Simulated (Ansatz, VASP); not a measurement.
# Cross-check of TiC between VASP and Ansatz, part 2 of 2

Aim: how closely do two programs agree when they are given the same cell, functional and k mesh? The structure shown is the end of the Ansatz relaxation below.

VASP 6.6.1 and Ansatz 0.2.0.

So far. Step 3 (VASP: single point, PBEsol, pair 1): The run ends at a pressure of 4.03 GPa.

### 6. VASP: single point, PBEsol, pair 2

Level of this step: PBEsol; plane waves and PAW (C, Ti_sv) (VASP).

The same cell, functional, mesh and smearing now go to VASP, with its own data sets.

Input file INCAR:

```
SYSTEM = TiC
PREC = Accurate
ENCUT = 600
EDIFF = 1E-06
NELM = 120
ISMEAR = 1
SIGMA = 0.2
LREAL = .FALSE.
ALGO = Normal
GGA = PS
NBANDS = 14
LASPH = .TRUE.
LORBIT = 11
LWAVE = .FALSE.
LCHARG = .FALSE.
ISIF = 2
GGA_COMPAT = .FALSE.
KPAR = 2
```

Input file POSCAR:

```
TiC
1.0
    0.0000000000      2.1679077502      2.1369442017
    2.1679077502      0.0000000000      2.1369442017
    2.1679077502      2.1679077502      0.0000000000
C Ti
1 1
Direct
    0.5000000000      0.5000000000      0.5000000000
    0.0000000000      0.0000000000      0.0000000000
```

Input file KPOINTS:

```
Automatic mesh
0
Gamma
16 16 16
0 0 0
```

The projector-augmented-wave data sets are C and Ti_sv (PBE family, release 64).

Launch:

```console
$ mpirun -np 2 vasp_std
```

Numbers of over 12 decimals in the logs are rounded to 6 here.

What it wrote:

```text
[banner, memory and clock lines left out]
running    2 mpi-ranks, on    1 nodes
[...]
[... a notice as in an earlier step ...]

 LDA part: xc-table for (Slater+PW92), standard interpolation
 POSCAR, INCAR and KPOINTS ok, starting setup
[...]
entering main loop
       N       E                     dE             d eps       ncg     rms          rms(c)
DAV:   1     0.126796082951E+03    0.12680E+03   -0.89286E+03  9778   0.151E+03
DAV:   2    -0.163771244868E+02   -0.14317E+03   -0.13493E+03 10294   0.372E+02
DAV:   3    -0.248244100347E+02   -0.84473E+01   -0.82447E+01 12948   0.870E+01
DAV:   4    -0.251849516866E+02   -0.36054E+00   -0.36029E+00 12148   0.163E+01
[...]
DAV:  12    -0.197955244159E+02    0.35442E-04   -0.35943E-04 11386   0.194E-01    0.513E-02
DAV:  13    -0.197955131744E+02    0.11242E-04   -0.27336E-05 11710   0.397E-02    0.759E-03
DAV:  14    -0.197955124910E+02    0.68332E-06   -0.10391E-06  9068   0.133E-02
   1 F= -.19795512E+02 E0= -.19795426E+02  d E =-.259506E-03
```

OUTCAR, selected parts (step 6):

```text
  Total       -0.7099743     -0.7099743      0.0298435      0.0000000      0.0000000      0.0000000
  in kB      -56.6302440    -56.6302440      2.3804334      0.0000000      0.0000000      0.0000000
  external PRESSURE =     -36.9600182 kB  Pullay stress =       0.0000000 kB

 POSITION                                       TOTAL-FORCE (eV/Angst)
 -----------------------------------------------------------------------------------
      2.16791      2.16791      2.13694         0.000000     -0.000000     -0.000000
      0.00000      0.00000      0.00000        -0.000000      0.000000      0.000000
 -----------------------------------------------------------------------------------
    total drift:                                0.000000     -0.000000     -0.000000

  FREE ENERGIE OF THE ION-ELECTRON SYSTEM (eV)
  ---------------------------------------------------
  free  energy   TOTEN  =       -19.7955124910 eV

  energy  without entropy=      -19.7952529853  energy(sigma->0) =      -19.79542599

[... 3 further parts left out ...]
[key lines of the parts left out:]
E-fermi :   9.4269
```

The run ends at a pressure of -3.70 GPa.

### 7. Differences

Both answers:

```csv
quantity,Ansatz,VASP,difference
pressure (GPa),-3.91,-3.70,-0.21
```

### 8. Ansatz: relaxation, PBEsol

This run makes the geometry at which the two programs are then compared. The cell compared in this pair holds 20.05 Å³, against 20.09 Å³ for the pair before.

The structure compared here is the end of the Ansatz relaxation.

Input file input.yaml:

```yaml
crystal:
  lattice:
    - [-0.0143096221, 2.1535981281, 2.1535981281]
    - [2.1535981281, -0.0143096221, 2.1535981281]
    - [2.1535981281, 2.1535981281, -0.0143096221]
  atoms:
    - { symbol: C, position: [0.5, 0.5, 0.5] }
    - { symbol: Ti, position: [0.0, 0.0, 0.0] }
  conventional_axes: [[-1, 1, 0], [0, -1, 1], [1, 1, 1]]
kpoints:
  mp_grid: { grid: [16, 16, 16] }
hamiltonian:
  xc: pbesol
  pseudopotentials: { kind: paw, azcp: { folder: soft_1 }, xc_functional: pbe }
scf:
  occupations: { method: methfessel_paxton, width: 0.2 }
output:
  forces: true
  stress: true
  eigenvalues: true
relax:
  adjacent_minimum: "off"
  f_tol: 0.001
  max_steps: 60
  cell: { stress_tol: 0.01, fix: [a, b, gamma] }
```

Launch:

```console
$ ansatz run input.yaml --threads 4 --pin off --max-ram 10240MiB --backend cpu --events-out ev --progress --plain --runs-dir out
```

What it wrote:

```text
[...]
Crystal: 2 atoms, lattice volume = 20.176 Å³
Basis set: ecut = 420 eV, 399 PW (Γ), exchange–correlation on 48×48×48 points (8 copies of the dense FFT grid, shifted against one another)
Bands: 12, of which v1, the nominal top of the filled ones, is band 8 counted from 1 (7 counted from 0)
Symmetry: 12 space group operations
[...]
k-points: 417 of 4096
[...]
k-point 416: bands = [... 4 lower, 5.9858, 8.8082, 11.7009, 11.7009, 17.7687, 17.7687, 19.0060, 22.8339]
--- Relaxed structure (4 steps of the walk, 4 accepted, 2 SCFs on fresh bases) ---
[...]
cell:  # Å, volume = 20.0480 Å³
    - [-0.023378, 2.144530, 2.144530]
    - [2.144530, -0.023378, 2.144530]
    - [2.144530, 2.144530, -0.023378]
  atoms:
    - { symbol: C, position: [0.500000, 0.500000, 0.500000] }
    - { symbol: Ti, position: [0, 0, 0] }
[key lines of the parts left out:]
SCF converged after 3 iterations
Free energy (F): -2722.418174 eV
Fermi energy:    14.737212 eV
P = ⅓ Tr σ = -3.5234 GPa (-35.234 kbar)
```

### 9. VASP: single point, PBEsol, pair 3

The same cell, functional, mesh and smearing now go to VASP, with its own data sets.

INCAR is that of step 6.

Input file POSCAR:

```
TiC
1.0
   -0.0233781061      2.1445296441      2.1445296441
    2.1445296441     -0.0233781061      2.1445296441
    2.1445296441      2.1445296441     -0.0233781061
C Ti
1 1
Direct
    0.5000000000      0.5000000000      0.5000000000
    0.0000000000      0.0000000000      0.0000000000
```

KPOINTS is that of step 6.

Launch:

```console
$ mpirun -np 2 vasp_std
```

What it wrote:

```text
[... set-up lines as in an earlier step ...]
 entering main loop
       N       E                     dE             d eps       ncg     rms          rms(c)
DAV:   1     0.127467396998E+03    0.12747E+03   -0.88749E+03 11676   0.152E+03
DAV:   2    -0.162717952419E+02   -0.14374E+03   -0.13537E+03 12342   0.372E+02
DAV:   3    -0.248232334336E+02   -0.85514E+01   -0.83354E+01 15554   0.872E+01
DAV:   4    -0.251805440286E+02   -0.35731E+00   -0.35704E+00 14528   0.161E+01
[...]
DAV:  12    -0.197962528532E+02    0.32889E-04   -0.35920E-04 13446   0.195E-01    0.519E-02
DAV:  13    -0.197962419672E+02    0.10886E-04   -0.26370E-05 13988   0.390E-02    0.717E-03
DAV:  14    -0.197962413869E+02    0.58028E-06   -0.93710E-07 10776   0.126E-02
   1 F= -.19796241E+02 E0= -.19796185E+02  d E =-.170049E-03
```

OUTCAR, selected parts (step 9):

```text
  Total       -0.4144753     -0.4144753     -0.4144753      0.2196950      0.2196950      0.2196950
  in kB      -33.1237307    -33.1237307    -33.1237307     17.5574259     17.5574259     17.5574259
  external PRESSURE =     -33.1237307 kB  Pullay stress =       0.0000000 kB

 POSITION                                       TOTAL-FORCE (eV/Angst)
 -----------------------------------------------------------------------------------
      2.13284      2.13284      2.13284         0.000000     -0.000000     -0.000000
      0.00000      0.00000      0.00000         0.000000      0.000000      0.000000
 -----------------------------------------------------------------------------------
    total drift:                                0.000000     -0.000000     -0.000000

  FREE ENERGIE OF THE ION-ELECTRON SYSTEM (eV)
  ---------------------------------------------------
  free  energy   TOTEN  =       -19.7962413869 eV

  energy  without entropy=      -19.7960713382  energy(sigma->0) =      -19.79618470

[... 1 part as in an earlier step ...]

[... 2 further parts left out ...]
[key lines of the parts left out:]
E-fermi :   9.4517
```

The run ends at a pressure of -3.31 GPa.

### 10. Side by side

The two programs side by side:

```csv
quantity,Ansatz,VASP,difference
pressure (GPa),-3.52,-3.31,-0.21
```

### 11. Outcome

```yaml
difference_in_pressure_single_point_pbesol_pair_1: -0.22 GPa
difference_in_pressure_single_point_pbesol_pair_2: -0.21 GPa
difference_in_pressure_single_point_pbesol_pair_3: -0.21 GPa
```

**Reading.** The difference in pressure is -0.22 GPa (single point, PBEsol, pair 1), within the 1 GPa picked in this series as the mark of a large difference. 5 further runs of this series are not shown here. Such differences can come from data sets, numerical settings and the points named under the comparisons, not from the functional's error against experiment.

[Lines on the potential files, build, host, timing and source positions are cut from VASP's logs without a mark.]

[Logs are printed without paths, hosts, clocks, repeated set-up lines and the standing remarks that a program may print on its own settings, such as how far it seeks lower states.]

[Hosts, paths, dates, database ids (printed as entryN), source tags and the programs' standing remarks are cut or masked in the printed files.]
